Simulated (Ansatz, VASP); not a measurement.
## Ir in two plane-wave programs

Wanted: the spread between two codes on one cell, functional and k mesh. The structure shown is the end of the Ansatz relaxation below.

Program: Ansatz 0.2.0. Level of theory: plane waves, with VASP 6.6.1 beside it; single point at PBEsol. Results are calculated unless marked as measured.

## 1. Set-up

It takes space group R-3m (No. 166, trigonal). Conventional cell: a = 2.682 Å, b = 2.682 Å, c = 6.669 Å, α = 90.00°, β = 90.00°, γ = 120.00°. Nearest to Ir lie 12 Ir at 2.68 to 2.71 Å.

## 2. Ansatz: relaxation, PBEsol

Ansatz runs on its PAW soft_1 files.

This run makes the geometry at which the two programs are then compared.

File input.yaml:

```yaml
crystal:
  lattice:
    - [2.68158033, 0.0, 0.0]
    - [-1.340790165, 2.3223166881, 0.0]
    - [0.0, 0.0, 6.674661112]
  atoms:
    - { symbol: Ir, position: [0.0, 0.0, 0.0] }
    - { symbol: Ir, position: [0.3333333, 0.6666667, 0.3333333] }
    - { symbol: Ir, position: [0.6666667, 0.3333333, 0.6666667] }
kpoints:
  mp_grid: { grid: [18, 18, 7] }
scf:
  occupations: { method: fermi_dirac, width: 0.05 }
hamiltonian:
  xc: pbesol
  pseudopotentials: { kind: paw, azcp: { folder: soft_1 }, xc_functional: pbe }
basis:
  ecutwfc: 600
output:
  forces: true
  stress: true
relax:
  f_tol: 0.005
  max_steps: 70
  cell: { stress_tol: 0.02, p_target: 0, fix: [a, b, alpha, beta, gamma] }
```

Run with:

```
> ansatz run input.yaml --threads 4 --pin off --max-ram 10240MiB --backend cpu --events-out ev --progress --plain --runs-dir out
```

Numbers of over 12 decimals in the logs are rounded to 6 here.

Output:

```text
Engine: ansatz 0.2.0, aarch64-unknown-linux-gnu
Pseudopotentials: kind: paw
Pseudopotential: Ir, paw, valence charge 17, recommended cutoff 420 eV (normal), soft_1/Ir.paw.azcp
Functional definition: PBEsol
  exchange = pbesol_x
  correlation = pbesol_c
Crystal: 3 atoms, lattice volume = 41.566 Å³
Basis set: ecut = 600 eV, 1419 PW (Γ), exchange–correlation on 48×48×108 points (8 copies of the dense FFT grid, shifted against one another)
Bands: 31, of which v1, the nominal top of the filled ones, is band 26 counted from 1 (25 counted from 0)
Symmetry: 36 space group operations
Space group: R-3m (ITA 166), of the structure as read, at distance tolerance 3.5e-5 Å
k-points: 229 of 2268
Non-local potential: Ir, projectors of the file, l = 0: 3, l = 1: 2, l = 2: 2, l = 3: 1
PAW form: soft (Blöchl's): semilocal exchange-correlation on the pseudo side does not see the compensation charge
PAW frozen core: Ir, regenerated for the run's functional, and the local potential with it (the file was generated under x = pbe(κ = 0.804, μ = 0.219515), c = pbe(β = 0.066725))
PAW one-centre angular grid: Ir, 590 points (default); XC on 64 Gauss nodes
Initial density: superposition of atomic densities (chi_scale 0.1, normalization cell)
Initial wavefunctions: pseudopotential atomic-orbital guess
Functional: x = pbesol(κ = 0.804, μ = 0.123457), c = pbesol(β = 0.046)
SCF iter   1: F=—  HF=-35401.643015 eV  |F-HF|=—  |Δ(HF+E_count)|=         —  Δρ=5.30e-2  dr2=8.69e-1  ethr=3.10e-3  ⟨swp⟩=5.3  Hψ=25028  notcnv=0
preconditioner: auto → Kerker (q_TF=auto, 2.823 Å⁻¹)  [metal: Δε(μ)=0.006 eV  Ē_g=7.789 eV  σ=0.050 eV  W_gap=0.03  n_scr=10 (ndim 8)  ℏωp=29.9 eV  f_vac=0.000  D(μ)=2.47/eV (n_scr^D=24)]
SCF iter   2: F=—  HF=-35401.414620 eV  |F-HF|=—  |Δ(HF+E_count)|=   2.28e-1  Δρ=2.87e-2  dr2=2.48e-1  ethr=1.70e-3  ⟨swp⟩=2.0  Hψ=9955  notcnv=0  defer=26
SCF iter   3: F=—  HF=-35401.330362 eV  |F-HF|=—  |Δ(HF+E_count)|=   8.43e-2  Δρ=3.20e-3  dr2=1.48e-3  ethr=4.86e-4  ⟨swp⟩=2.0  Hψ=11256  notcnv=0  defer=26
SCF iter   4: F=—  HF=-35401.330774 eV  |F-HF|=—  |Δ(HF+E_count)|=   4.13e-4  Δρ=4.75e-4  dr2=8.93e-5  ethr=2.89e-6  ⟨swp⟩=2.5  Hψ=12551  notcnv=0  defer=26
SCF iter   5: F=—  HF=-35401.330742 eV  |F-HF|=—  |Δ(HF+E_count)|=   3.24e-5  Δρ=8.23e-5  dr2=1.31e-6  ethr=1.75e-7  ⟨swp⟩=2.1  Hψ=10325  notcnv=0  defer=26
SCF iter   6: F=-35401.330742 eV  HF=-35401.330742 eV  |F-HF|=5.92e-9  |Δ(HF+E_count)|=   1.39e-8  Δρ=1.58e-5  dr2=6.82e-8  ethr=1.96e-10  ⟨swp⟩=4.1  Hψ=25792  notcnv=0
SCF 1 converged in 6 iterations: F = -35401.330742 eV  dr2 = 6.82e-8
  greatest PAW one-centre occupation: 1.000 electrons in one spin orbital (limit 2), on the Ir atom at site 2 (counted from 0), in its partial waves of l = 0
relax step   1: F+E_penalty+E_count = -35401.33074203 eV  Δ(F+E_penalty+E_count) = +0.000e0 eV  max|allowed force component| = 8.703e-27 eV/Å  Δτ_max = 0.0000 Å  P = +5.589 GPa  Ω = 41.566 Å³  fix = [a, b, alpha, beta, gamma]  reactions: a +8.701, b +8.701 GPa  (6 SCF iters, dr2 threshold 1.00e-7 eV, accepted)
[...]
relax step   2: F+E_penalty+E_count = -35401.33063825 eV  Δ(F+E_penalty+E_count) = +1.038e-4 eV  max|allowed force component| = 3.098e-27 eV/Å  Δτ_max = 0.0000 Å  P = +6.445 GPa  Ω = 41.477 Å³  energy of the carried Pulay correction = +5.829e-6 eV  fix = [a, b, alpha, beta, gamma]  (6 SCF iters, dr2 threshold 3.00e-7 eV, rejected (line search))
[...]
relax step   3: F+E_penalty+E_count = -35401.33081185 eV  Δ(F+E_penalty+E_count) = -6.982e-5 eV  max|allowed force component| = 8.525e-29 eV/Å  Δτ_max = 0.0000 Å  P = +5.913 GPa  Ω = 41.532 Å³  energy of the carried Pulay correction = +2.216e-6 eV  fix = [a, b, alpha, beta, gamma]  reactions: a +8.871, b +8.871 GPa  (6 SCF iters, accepted)
[...]
relax step   4: F+E_penalty+E_count = -35401.33080966 eV  Δ(F+E_penalty+E_count) = +2.192e-6 eV  max|allowed force component| = 4.744e-29 eV/Å  Δτ_max = 0.0000 Å  P = +5.913 GPa  Ω = 41.532 Å³  fix = [a, b, alpha, beta, gamma]  reactions: a +8.871, b +8.871 GPa  stress off target by 3.61e-3 GPa on what of the cell is left free  SCF on the basis re-selected at this cell (its energy is not comparable with the rows above)  (8 SCF iters)
basis re-selected at this cell: Δ(F+E_penalty+E_count) = +2.192e-6 eV, ΔP = +0.000 GPa vs the last step (what re-selecting the basis moved, of the pressure what is left beyond the Pulay correction that the steps carried, after the strain that the cell walked since its last selection, with what the two solves' SCF thresholds leave and, on support functions, any second-order correction that the steps lacked; it is no m [...]
SCF converged after 8 iterations
Free energy (F): -35401.330810 eV
Harris-Foulkes:  -35401.330810 eV  (|F-HF|=7.28e-12)
Internal energy: -35401.309804 eV  (E = F + TS)
E sigma→0 (E₀):  -35401.320307 eV
Entropy (-TS):   -0.021006 eV (-7.002 meV/atom)
Fermi energy:    26.350249 eV
--- Per-component energies (eV) ---
  E_band       = -227.042035
  E_kinetic    = 1623.578783
  E_local      = -3225.600760  (includes V_loc(G=0)·N_el)
  E_nonlocal   = 579.228018
  E_hartree    = 1207.964162
  E_xc         = -688.945311
  E_vxc        = -771.575248  (∫ρ·V_xc dr)
  E_paw        = -27389.986452  (= ΣΔE_a)
  E_vpaw       = -848.601503  (= ΣTr[D̂ρ^β])
  E_aug_tail   = 0.000351  (compensation charges beyond the density's cutoff)
  E_ewald      = -7508.344639
  E_core_change = 0.796044  (= ΣΔE_core)
  E_smearing   = -0.021006  (= −TS)
  E_closure    = -0.000000  (closes the sum)
  Σ components = -35401.330810   (vs F -35401.330810, Δ=0.00e0)
--- Forces (eV/Å), atoms counted from 1 ---
  atom   1  Ir    -0.00000000    -0.00000000    -0.00000000
  atom   2  Ir     0.00000000     0.00000000     0.00000000
  atom   3  Ir     0.00000000     0.00000000    -0.00000000
  max |Σ_I F_I| component: 7.78e-29 eV/Å
--- Stress (GPa, compression-positive) ---
        8.870752       0.000000       0.000000
        0.000000       8.870752      -0.000000
        0.000000      -0.000000      -0.003612
  P = ⅓ Tr σ = 5.9126 GPa (59.126 kbar)
--- Relaxed structure (3 steps of the walk, 2 accepted, 1 SCFs on fresh bases) ---
  F+E_penalty+E_count = -35401.33080966 eV   max|allowed force component| = 4.744e-29 eV/Å   (the final SCF, on the basis selected at the relaxed cell)
  cell:  # Å, volume = 41.5325 Å³
    - [2.681580, 0, 0]
    - [-1.340790, 2.322317, 0]
    - [0, 0, 6.669228]
  atoms:
    - { symbol: Ir, position: [0.0, 0, 0] }
    - { symbol: Ir, position: [0.333333, 0.666667, 0.333333] }
    - { symbol: Ir, position: [0.666667, 0.333333, 0.666667] }
```

The column dr2 measures how far the density is from self-consistency, as an energy; F and HF (Harris–Foulkes) agree once it is small.

## 3. VASP: single point, PBEsol, pair 1

The same cell, functional, mesh and smearing now go to VASP, with its own data sets.

Lines of VASP's logs that name or quote its potential files are left out, and so is its time.

File INCAR:

```
SYSTEM = Ir
PREC = Accurate
ENCUT = 500
EDIFF = 1E-06
NELM = 120
ISMEAR = -1
SIGMA = 0.05
LREAL = .FALSE.
ALGO = Normal
GGA = PS
NBANDS = 19
LASPH = .TRUE.
LORBIT = 11
LWAVE = .FALSE.
LCHARG = .FALSE.
ISIF = 2
GGA_COMPAT = .FALSE.
KPAR = 2
```

File POSCAR:

```
Ir
1.0
    2.6815803300      0.0000000000      0.0000000000
   -1.3407901650      2.3223166881      0.0000000000
    0.0000000000      0.0000000000      6.6692275084
Ir
3
Direct
    0.0000000000      0.0000000000      0.0000000000
    0.3333333333      0.6666666667      0.3333333333
    0.6666666667      0.3333333333      0.6666666667
```

File KPOINTS:

```
Automatic mesh
0
Gamma
18 18 7
0 0 0
```

Potentials, in the order of the species: Ir (PBE family, release 64).

Run with:

```
> mpirun -np 2 vasp_std
```

Output:

```text
[banner, memory and clock lines left out]
running    2 mpi-ranks, on    1 nodes
 distrk:  each k-point on    1 cores,    2 groups
 distr:  one band on    1 cores,    1 groups

 POSCAR found type information on POSCAR Ir
 POSCAR found :  1 types and       3 ions
|                                                                             |
|               ----> ADVICE to this user running VASP <----                  |
|                                                                             |
|     You enforced a specific xc type in the INCAR file but a different       |
|     [... a line on the potential file left out ...]
|     I HOPE YOU KNOW WHAT YOU ARE DOING!                                     |
|                                                                             |

 LDA part: xc-table for (Slater+PW92), standard interpolation
 POSCAR, INCAR and KPOINTS ok, starting setup
 FFT: planning ... GRIDC
 FFT: planning ... GRID_SOFT
 FFT: planning ... GRID
 WAVECAR not read
 entering main loop
       N       E                     dE             d eps       ncg     rms          rms(c)
DAV:   1     0.260393385673E+03    0.26039E+03   -0.11855E+04  8718   0.135E+03
DAV:   2    -0.181906891962E+02   -0.27858E+03   -0.26553E+03  8786   0.414E+02
DAV:   3    -0.309604001107E+02   -0.12770E+02   -0.11627E+02 10128   0.961E+01
DAV:   4    -0.313058972409E+02   -0.34550E+00   -0.34210E+00  9771   0.150E+01
DAV:   5    -0.313122410453E+02   -0.63438E-02   -0.63421E-02  9770   0.188E+00    0.290E+01
DAV:   6    -0.297625031649E+02    0.15497E+01   -0.24743E+00  9677   0.180E+01    0.117E+01
DAV:   7    -0.294682207624E+02    0.29428E+00   -0.80363E-01 10257   0.964E+00    0.241E+00
DAV:   8    -0.294531809555E+02    0.15040E-01   -0.87234E-03  9204   0.860E-01    0.104E+00
DAV:   9    -0.294471978472E+02    0.59831E-02   -0.72733E-03  9122   0.110E+00    0.299E-02
DAV:  10    -0.294472033625E+02   -0.55153E-05   -0.36594E-05 12920   0.554E-02    0.332E-02
DAV:  11    -0.294472045814E+02   -0.12189E-05   -0.61837E-06  9134   0.246E-02    0.339E-03
DAV:  12    -0.294472047133E+02   -0.13191E-06   -0.13144E-07  4933   0.369E-03
   1 F= -.29447205E+02 E0= -.29436629E+02  d E =-.211522E-01
```

OUTCAR, selected parts (step 3):

```text
ion  position               nearest neighbor table
   1  0.000  0.000  0.000-   2 2.71   3 2.71   3 2.71   2 2.71   3 2.71   2 2.71
   2  0.333  0.667  0.333-   1 2.71   1 2.71   1 2.71   3 2.71   3 2.71   3 2.71
   3  0.667  0.333  0.667-   1 2.71   1 2.71   1 2.71   2 2.71   2 2.71   2 2.71

  LATTYP: Found a hexagonal cell.
 ALAT       =     2.6815803300
 C/A-ratio  =     2.4870511742

 Subroutine GETGRP returns: Found 12 space group operations
 (whereof 12 operations were pure point group operations)

The static configuration has the point symmetry D_3d.

 Found    229 irreducible k-points:

   k-points           NKPTS =    229   k-points in BZ     NKDIM =    229   number of bands    NBANDS=     19

   dimension x,y,z NGX =    20 NGY =   20 NGZ =   50
   dimension x,y,z NGXF=    40 NGYF=   40 NGZF=  100

   ENCUT  =  500.0 eV  36.75 Ry    6.06 a.u.   4.89  4.89 12.16*2*pi/ulx,y,z

   NELECT =      27.0000    total number of electrons

 k-points in reciprocal lattice and weights: Automatic mesh
   0.00000000  0.00000000  0.00000000       0.000
   0.05555556 -0.00000000  0.00000000       0.003
   0.11111111 -0.00000000  0.00000000       0.003
   0.16666667  0.00000000  0.00000000       0.003
   0.22222222 -0.00000000  0.00000000       0.003
   0.27777778 -0.00000000  0.00000000       0.003
   0.33333333  0.00000000  0.00000000       0.003
   0.38888889  0.00000000  0.00000000       0.003
   0.44444444 -0.00000000  0.00000000       0.003
[...]
-0.27777778 -0.38888889  0.42857143       0.005
   0.33333333  0.33333333  0.42857143       0.002

 average (electrostatic) potential at core
       1 -48.2788       2 -48.2788       3 -48.2788

 E-fermi :  10.6383

 k-point     1 :       0.0000    0.0000    0.0000
  band No.  band energies     occupation
    ...
     14       9.4075      2.00000
     15      10.4353      1.96609
     16      10.4353      1.96609
     17      10.4353      1.96609
     18      10.4353      1.96609
     19      21.8055      0.00000

 k-point     2 :       0.0556   -0.0000    0.0000
  band No.  band energies     occupation
    ...
     12       6.9515      2.00000
     13       9.3273      2.00000
     14       9.4046      2.00000
     15      10.0657      1.99998
     16      10.3214      1.99647
     17      10.7717      0.12987
     18      10.9814      0.00209
     19      21.8745      0.00000

 k-point     3 :       0.1111   -0.0000    0.0000
  band No.  band energies     occupation
    ...
     12       7.2838      2.00000
     13       9.1132      2.00000
     14       9.4149      2.00000
     15       9.6876      2.00000
     16      10.6207      1.17454
     17      11.0587      0.00045
     18      11.7377      0.00000
     19      22.0185      0.00000

  Total        2.6103715      2.6103715      0.3008913      0.0000000      0.0000000     -0.0000000
  in kB      100.6989883    100.6989883     11.6073336      0.0000000      0.0000000     -0.0000000
  external PRESSURE =      71.0017701 kB  Pullay stress =       0.0000000 kB

  energy-cutoff  :      500.00
  volume of cell :       41.53
      direct lattice vectors                 reciprocal lattice vectors
     2.681580330  0.000000000  0.000000000     0.372914430  0.215302246  0.000000000
    -1.340790165  2.322316688  0.000000000     0.000000000  0.430604493  0.000000000
     0.000000000  0.000000000  6.669227508     0.000000000  0.000000000  0.149942403

 POSITION                                       TOTAL-FORCE (eV/Angst)
 -----------------------------------------------------------------------------------
      0.00000      0.00000      0.00000         0.000000     -0.000000     -0.000000
     -0.00000      1.54821      2.22308         0.000000     -0.000000     -0.000000
      1.34079      0.77411      4.44615        -0.000000      0.000000      0.000000
 -----------------------------------------------------------------------------------
    total drift:                               -0.000000      0.000000     -0.000000

  FREE ENERGIE OF THE ION-ELECTRON SYSTEM (eV)
  ---------------------------------------------------
  free  energy   TOTEN  =       -29.4472047133 eV

  energy  without entropy=      -29.4260524730  energy(sigma->0) =      -29.43662859

 total charge
# of ion       s       p       d       tot
------------------------------------------
    1        0.684   0.771   7.008   8.463
    2        0.684   0.771   7.008   8.463
    3        0.684   0.771   7.008   8.463
--------------------------------------------------
tot          2.053   2.312  21.024  25.390

[... 3 further parts left out ...]
```

The run ends at a pressure of 7.10 GPa.

## 4. Differences

Known differences besides the potentials themselves: the data sets hold 51 valence electrons in Ansatz (on its PAW soft_1 files) and 27 in VASP; the cutoff is 600 eV in Ansatz and 500 eV in VASP; Ansatz makes its cores anew for this functional, VASP keeps those of its PBE data sets; Ansatz's pressure holds a Pulay correction, VASP's none. Total energies have different zeros and are not compared.

The two programs side by side:

```csv
quantity,Ansatz,VASP,difference
pressure (GPa),5.91,7.10,-1.19
```

## 5. Other set-ups

Further runs change the set-up of one program: Ansatz's method, potentials or start, or VASP's data sets, cutoff or form of LDA. The table gives that difference for each run.

```csv
run,pressure (GPa)
as above,-1.2
VASP with the data sets Ir_sv_GW,3.2
```

## 6. Ansatz: relaxation, PBEsol

This run makes the geometry at which the two programs are then compared. The cell compared in this pair holds 42.78 Å³, against 41.53 Å³ for the pair before.

The structure compared here is the end of the Ansatz relaxation.

input.yaml, as its differences from that of step 2:

```diff
@@ -2,5 +2,5 @@
   lattice:
-    - [2.68158033, 0.0, 0.0]
-    - [-1.340790165, 2.3223166881, 0.0]
-    - [0.0, 0.0, 6.674661112]
+    - [2.73575367, 0.0, 0.0]
+    - [-1.367876835, 2.3692321767, 0.0]
+    - [0.0, 0.0, 6.595042888]
   atoms:
```

Run with:

```
> ansatz run input.yaml --threads 4 --pin off --max-ram 10240MiB --backend cpu --events-out ev --progress --plain --runs-dir out
```

Output:

```text
[...]
Crystal: 3 atoms, lattice volume = 42.747 Å³
Basis set: ecut = 600 eV, 1455 PW (Γ), exchange–correlation on 48×48×108 points (8 copies of the dense FFT grid, shifted against one another)
Bands: 31, of which v1, the nominal top of the filled ones, is band 26 counted from 1 (25 counted from 0)
Symmetry: 36 space group operations
[...]
k-points: 229 of 2268
[...]
0.000000       0.000000      -0.003969
  P = ⅓ Tr σ = -5.5680 GPa (-55.680 kbar)
--- Relaxed structure (3 steps of the walk, 2 accepted, 1 SCFs on fresh bases) ---
[...]
cell:  # Å, volume = 42.7842 Å³
    - [2.735754, 0, 0]
    - [-1.367877, 2.369232, 0]
    - [0, 0, 6.600827]
  atoms:
    - { symbol: Ir, position: [0, 0, 0] }
    - { symbol: Ir, position: [0.333333, 0.666667, 0.333333] }
    - { symbol: Ir, position: [0.666667, 0.333333, 0.666667] }
[key lines of the parts left out:]
SCF converged after 8 iterations
Free energy (F): -35401.329507 eV
Fermi energy:    25.375368 eV
```

## 7. VASP: single point, PBEsol, pair 2

The same cell, functional, mesh and smearing now go to VASP, with its own data sets.

INCAR is that of step 3.

File POSCAR:

```
Ir
1.0
    2.7357536700      0.0000000000      0.0000000000
   -1.3678768350      2.3692321767      0.0000000000
    0.0000000000      0.0000000000      6.6008273308
Ir
3
Direct
    0.0000000000      0.0000000000      0.0000000000
    0.3333333333      0.6666666667      0.3333333333
    0.6666666667      0.3333333333      0.6666666667
```

KPOINTS is that of step 3.

Run with:

```
> mpirun -np 2 vasp_std
```

Output:

```text
[banner, memory and clock lines left out]
running    2 mpi-ranks, on    1 nodes
[...]
[... a notice as in an earlier step ...]

 LDA part: xc-table for (Slater+PW92), standard interpolation
 POSCAR, INCAR and KPOINTS ok, starting setup
[...]
entering main loop
       N       E                     dE             d eps       ncg     rms          rms(c)
DAV:   1     0.257025359937E+03    0.25703E+03   -0.11865E+04  8702   0.134E+03
DAV:   2    -0.181026332663E+02   -0.27513E+03   -0.26221E+03  8777   0.410E+02
DAV:   3    -0.310121044658E+02   -0.12909E+02   -0.11789E+02 10273   0.954E+01
DAV:   4    -0.313646132091E+02   -0.35251E+00   -0.34840E+00  9713   0.150E+01
[...]
DAV:  10    -0.294549746111E+02   -0.46959E-05   -0.44326E-05 12966   0.602E-02    0.280E-02
DAV:  11    -0.294549759624E+02   -0.13512E-05   -0.57717E-06  9135   0.236E-02    0.433E-03
DAV:  12    -0.294549762091E+02   -0.24671E-06   -0.15595E-07  4984   0.446E-03
   1 F= -.29454976E+02 E0= -.29443758E+02  d E =-.224357E-01
```

(Continued in part 2 of 2.)

[Lines on the potential files, build, host, timing and source positions are cut from VASP's logs without a mark.]

[Logs are printed without paths, hosts, clocks, repeated set-up lines and the standing remarks that a program may print on its own settings, such as how far it seeks lower states.]

[Hosts, paths, dates, database ids (printed as entryN), source tags and the programs' standing remarks are cut or masked in the printed files.]
